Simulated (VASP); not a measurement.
Input:

```yaml
crystal:
  lattice:
    - [0.00000, 2.19000, 2.19000]
    - [2.19000, 0.00000, 2.19000]
    - [2.19000, 2.19000, 0.00000]
  atoms:
    - { symbol: Al, position: [0.00000, 0.00000, 0.00000] }
    - { symbol: N, position: [0.25000, 0.25000, 0.25000] }
```

The numbers are results of PBE GGA, VASP's PBE PAW potentials (set 64) (plane waves; VASP 6.6.1), not measurements. Run with 400 eV cut-off, 10×10×10 Γ-centred mesh, Fermi-Dirac smearing of 0.010 eV, potentials Al N.

Question: Predict the energy per atom (σ→0), band gap (on the k-mesh) with the smallest direct gap where there is one.

Answer: 
```json
{
  "band gap (on the k-mesh)": "3.31 eV",
  "smallest direct gap (on the k-mesh)": "4.12 eV",
  "energy per atom (σ→0)": "-7.423 eV/atom"
}
```

Only differences to runs with the same potentials and settings are physical.

The structure is a typed AlN crystal (F-43m). The cell was not relaxed at this level.
